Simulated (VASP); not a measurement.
Method: vdW-DF-cx, VASP's PBE PAW potentials (set 64) (plane waves; VASP).

The input files of a VASP run:

INCAR:
```
AGGAC=0.0
ALGO=Normal
EDIFF=1E-7
ENCUT=520
GGA=CX
ICHARG=11
ISMEAR=0
LASPH=.TRUE.
LCHARG=.FALSE.
LMAXMIX=4
LORBIT=11
LREAL=.FALSE.
LUSE_VDW=.TRUE.
LWAVE=.FALSE.
NELM=100
PREC=Accurate
SIGMA=0.05
SYSTEM=ZnS
```

**KPOINTS**
```
k-points along high-symmetry lines
10
Line-mode
Reciprocal
  0.000000   0.000000   0.000000 ! GAMMA
  0.000000   0.500000   0.000000 ! M

  0.000000   0.500000   0.000000 ! M
 -0.333333   0.666667   0.000000 ! K

 -0.333333   0.666667   0.000000 ! K
  0.000000   0.000000   0.000000 ! GAMMA

  0.000000   0.000000   0.000000 ! GAMMA
  0.000000   0.000000   0.500000 ! A

  0.000000   0.000000   0.500000 ! A
  0.000000   0.500000   0.500000 ! L

  0.000000   0.500000   0.500000 ! L
 -0.333333   0.666667   0.500000 ! H

 -0.333333   0.666667   0.500000 ! H
  0.000000   0.000000   0.500000 ! A

  0.000000   0.500000   0.500000 ! L
  0.000000   0.500000   0.000000 ! M

 -0.333333   0.666667   0.500000 ! H
 -0.333333   0.666667   0.000000 ! K
```

### POSCAR
```
ZnS
1
    1.9011952592    -3.2929667423     0.0000000000
    1.9011952592     3.2929667423     0.0000000000
    0.0000000000     0.0000000000     6.2334818995
Zn S
2 2
Direct
  0.6666670000   0.3333330000   0.5002151376
  0.3333330000   0.6666670000   0.0002151376
  0.6666670000   0.3333330000   0.8747848624
  0.3333330000   0.6666670000   0.3747848624
```

POTCAR, in this order: Zn S (PBE.64 set). Program: vasp_std. Read from the step before: CHGCAR.

What VASP printed:

OUTCAR:
```
 ion  position               nearest neighbor table
   1  0.667  0.333  0.500-   4 2.33   4 2.33   4 2.33   3 2.33
   2  0.333  0.667  0.000-   3 2.33   3 2.33   3 2.33   4 2.33
   3  0.667  0.333  0.875-   2 2.33   2 2.33   2 2.33   1 2.33
   4  0.333  0.667  0.375-   1 2.33   1 2.33   1 2.33   2 2.33
  LATTYP: Found a hexagonal cell.
 ALAT       =     3.8023904822
 C/A-ratio  =     1.6393586952
 Subroutine PRICEL returns:
 Original cell was already a primitive cell.
 Subroutine GETGRP returns: Found 12 space group operations
The static configuration has the point symmetry C_3v.
 The point group associated with its full space group is C_6v.
The dynamic configuration has the point symmetry C_3v.
 Subroutine INISYM returns: Found 12 space group operations
   k-points           NKPTS =     90   k-points in BZ     NKDIM =     90   number of bands    NBANDS=     22
   number of dos      NEDOS =    301   number of ions     NIONS =      4
   total plane-waves  NPLWV =  37632
   dimension x,y,z NGX =    28 NGY =   28 NGZ =   48
   dimension x,y,z NGXF=    56 NGYF=   56 NGZF=   96
   ions per type =               2   2
   PREC   = accura    normal or accurate (medium, high low for compatibility)
   ISTART =      0    job   : 0-new  1-cont  2-samecut
   ICHARG =     11    charge: 1-file 2-atom 10-const
   ISPIN  =      1    spin polarized calculation?
   LNONCOLLINEAR =      F non collinear calculations
   LSORBIT =      F    spin-orbit coupling
   INIWAV =      1    electr: 0-lowe 1-rand  2-diag
   ENCUT  =  520.0 eV  38.22 Ry    6.18 a.u.   7.07  7.07 11.59*2*pi/ulx,y,z
   NELM   =    100;   NELMIN=  2; NELMDL= -5     # of ELM steps
   EDIFF  = 0.1E-06   stopping-criterion for ELM
   LREAL  =      F    real-space projection
   NLSPLINE    = F    spline interpolate recip. space projectors
   LMAXMIX     =    4 max onsite mixed and CHGCAR
   VOSKOWN=      0    Vosko Wilk Nusair interpolation
   EDIFFG = 0.1E-05   stopping-criterion for IOM
   NSW    =      0    number of steps for IOM
   NBLOCK =      1;   KBLOCK =      1    inner block; outer block
   IBRION =     -1    ionic relax: 0-MD 1-quasi-New 2-CG
   NFREE  =      0    steps in history (QN), initial steepest desc. (CG)
   ISIF   =      2    stress and relaxation
   ISYM   =      2    0-nonsym 1-usesym 2-fastsym
   TEIN   =    0.0    initial temperature
   TEBEG  =    0.0;   TEEND  =   0.0 temperature during run
   SMASS  =  -3.00    Nose mass-parameter (am)
   PSTRESS=    0.0 pullay stress
   NELECT =      36.0000    total number of electrons
   EFERMI =   0.00;   METHOD = LEGACY
   ISMEAR =     0;   SIGMA  =   0.05  broadening in eV -4-tet -1-fermi 0-gaus
   IALGO  =     38    algorithm
   LDIAG  =      T    sub-space diagonalisation (order eigenvalues)
   IMIX   =      4    mixing-type and parameters
     AMIX     =   0.40;   BMIX     =  1.00
     AMIX_MAG =   1.60;   BMIX_MAG =  1.00
     AMIN     =   0.10
   GGA     = CX    functional components
   VOSKOWN =     0    Vosko Wilk Nusair interpolation
   LHFCALC =     F    Hartree Fock is set to
   LHFONE  =     F    Hartree Fock one center treatment
   AEXX    =    0.0000 exact exchange contribution
   LUSE_VDW   =     T    switch on vdW DFT
   IVDW    =     0    specifies the selected vdW correction
   LEPSILON=     F    determine dielectric tensor
   LRPA    =     F    only Hartree local field effects (RPA)
  energy-cutoff  :      520.00
  volume of cell :       78.05
      direct lattice vectors                 reciprocal lattice vectors
     1.901195259 -3.292966742  0.000000000     0.262992450 -0.151838764  0.000000000
     1.901195259  3.292966742  0.000000000     0.262992450  0.151838764  0.000000000
     0.000000000  0.000000000  6.233481900     0.000000000  0.000000000  0.160423984
 k-point     1 :   0.0000 0.0000 0.0000  plane waves:    2093
 k-point     2 :   0.0000 0.0556 0.0000  plane waves:    2079
 k-point     3 :   0.0000 0.1111 0.0000  plane waves:    2087
 k-point     4 :   0.0000 0.1667 0.0000  plane waves:    2108
 k-point     5 :   0.0000 0.2222 0.0000  plane waves:    2110
...
```

### OSZICAR
```
       N       E                     dE             d eps       ncg     rms          rms(c)
DAV:   1     0.243982905564E+03    0.24398E+03   -0.17864E+04  3960   0.200E+03
DAV:   2     0.177805861677E+02   -0.22620E+03   -0.22096E+03  4134   0.387E+02
DAV:   3    -0.356331187838E+01   -0.21344E+02   -0.21193E+02  4764   0.117E+02
DAV:   4    -0.402286113345E+01   -0.45955E+00   -0.45898E+00  4542   0.173E+01
DAV:   5    -0.403128165524E+01   -0.84205E-02   -0.84196E-02  4858   0.214E+00
DAV:   6    -0.403149038150E+01   -0.20873E-03   -0.20870E-03  4562   0.350E-01
DAV:   7    -0.403149816667E+01   -0.77852E-05   -0.77851E-05  4888   0.612E-02
DAV:   8    -0.403149844954E+01   -0.28287E-06   -0.28285E-06  4574   0.117E-02
DAV:   9    -0.403149845968E+01   -0.10140E-07   -0.10085E-07  3452   0.219E-03
   1 F= -.40314985E+01 E0= -.40314985E+01  d E =-.969035E-11
```

File OUTCAR:
```
 val. band max:        2.1468838926   @ k =  -0.0000   0.0000   0.0000

 cond. band min:       4.3055090076   @ k =   0.0000   0.0000   0.0000



 k-point     1 :       0.0000    0.0000    0.0000
  band No.  band energies     occupation
      1     -11.0799      2.00000
      2     -10.1154      2.00000
      3      -4.2895      2.00000
      4      -4.2765      2.00000
      5      -4.2765      2.00000
      6      -4.1936      2.00000
      7      -4.1935      2.00000
      8      -3.8318      2.00000
      9      -3.8318      2.00000
     10      -3.7524      2.00000
     11      -3.7524      2.00000
     12      -3.5990      2.00000
     13      -3.2691      2.00000
     14       1.2373      2.00000
     15       1.2374      2.00000
     16       2.0681      2.00000
     17       2.1469      2.00000
     18       2.1469      2.00000
     19       4.3055      0.00000
     20       5.1920      0.00000
     21       8.3889      0.00000
     22       8.3890      0.00000

 k-point     2 :       0.0000    0.0556    0.0000
  band No.  band energies     occupation
      1     -11.0583      2.00000
      2     -10.1031      2.00000
      3      -4.2872      2.00000
      4      -4.2762      2.00000
      5      -4.2721      2.00000
      6      -4.1917      2.00000
      7      -4.1874      2.00000
      8      -3.8347      2.00000
      9      -3.8322      2.00000
     10      -3.7702      2.00000
     11      -3.7514      2.00000
     12      -3.5835      2.00000
     13      -3.2385      2.00000
     14       1.0512      2.00000
     15       1.1845      2.00000
     16       1.9177      2.00000
     17       2.0427      2.00000
     18       2.1199      2.00000
     19       4.5172      0.00000
     20       5.3683      0.00000
     21       8.2682      0.00000
     22       8.4542      0.00000

 k-point     3 :       0.0000    0.1111    0.0000
  band No.  band energies     occupation
      1     -10.9945      2.00000
      2     -10.0676      2.00000
...
```

The density is held fixed in this step, so its total energy and stress have no physical meaning.

The compound is ZnS in the wurtzite structure, the high-temperature form. It was relaxed first.
